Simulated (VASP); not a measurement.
Elastic constants (GPa) of a crystal from PBE GGA, VASP's PBE PAW potentials (set 64) run with VASP 6.6.1:

```csv
,xx,yy,zz,yz,xz,xy
xx,468.9,63.8,63.8,0.0,0.0,0.0
yy,63.8,468.9,63.8,0.0,0.0,0.0
zz,63.8,63.8,468.9,0.0,0.0,0.0
yz,0.0,0.0,0.0,110.8,0.0,0.0
xz,0.0,0.0,0.0,0.0,110.8,0.0
xy,0.0,0.0,0.0,0.0,0.0,110.8
```

Finite-difference elastic constants of metals are sensitive to mesh and smearing; shear constants can be off by tens of GPa.

Work out the Voigt, Reuss and Hill moduli, Young's modulus and Poisson's ratio.

All eigenvalues are positive (smallest 110.8 GPa), so the crystal is stable. K_V = (C11+C22+C33+2(C12+C13+C23))/9 = (1406.7 + 2×191.4)/9 = 198.8 GPa; G_V = (1406.7 − 191.4 + 3×332.4)/15 = 147.5 GPa. From the compliances, K_R = 198.8 GPa and G_R = 135.3 GPa. Hill: K = 198.8 GPa, G = 141.4 GPa, E = 9KG/(3K+G) = 342.9 GPa, ν = (3K−2G)/(2(3K+G)) = 0.213. K/G = 1.41, below Pugh's 1.75; universal anisotropy A^U = 0.45.

With a density of 7.40 g/cm³, what are the mean sound speeds?

v_l = √((K+4G/3)/ρ) = 7.23 km/s and v_t = √(G/ρ) = 4.37 km/s. The crystal is Cr (bcc, AFM order), cubic.

The compound is Cr in the bcc, AFM order structure. It was relaxed first.
